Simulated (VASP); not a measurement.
Input:

```yaml
crystal:
  lattice:
    - [1.76664, -3.05991, 0.00000]
    - [1.76664, 3.05991, 0.00000]
    - [0.00000, 0.00000, 5.44189]
  atoms:
    - { symbol: Er, position: [0.33333, 0.66667, 0.25000] }
    - { symbol: Er, position: [0.66667, 0.33333, 0.75000] }
```

Level of theory: AM05 GGA, VASP's PBE PAW potentials (set 64) (plane waves; VASP 6.6.1). Run with 520 eV cut-off, Gaussian smearing of 0.050 eV, potentials Er_3.

The 4f electrons are frozen in the core of the lanthanide potential, so 4f levels, which can set the real gap, and their magnetism are missing.

**Question.** What does the run give for the band gap (along the path) with the smallest direct gap where there is one?

**Answer.** 
```json
{
 "band gap (along the path)": "none (metal, semimetal or under 0.01 eV)"
}
```

Total energies compare only between runs with the same potentials, cut-off and functional.

The compound is Er in the hcp structure. It was relaxed first.
